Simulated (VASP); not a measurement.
Input:

```yaml
crystal:
  lattice:
    - [0.00000, 2.01340, 2.01340]
    - [2.01340, 0.00000, 2.01340]
    - [2.01340, 2.01340, 0.00000]
  atoms:
    - { symbol: Li, position: [0.00000, 0.00000, 0.00000] }
    - { symbol: H, position: [0.50000, 0.50000, 0.50000] }
```

Calculation: vdW-DF2, VASP's PBE PAW potentials (set 64) (plane waves; VASP). Numerical set-up: 520 eV cut-off, Gaussian smearing of 0.050 eV, potentials Li_sv H.

Q: Give the energies of bands 2 to 4 at the high-symmetry points, in eV from the valence-band maximum.

A: 
```json
[
 {"band": "2", "Γ": "-5.00", "X": "0.00", "U": "-0.46", "L": "-2.37", "W": "-0.22"},
 {"band": "3", "Γ": "16.16", "X": "3.74", "U": "4.87", "L": "5.65", "W": "5.98"},
 {"band": "4", "Γ": "17.71", "X": "11.11", "U": "8.20", "L": "13.99", "W": "5.98"}
]
```

The gap is direct, 3.74 eV, from the valence maximum at X to the conduction minimum at X.

The compound is LiH in the rock salt structure. It was relaxed first.
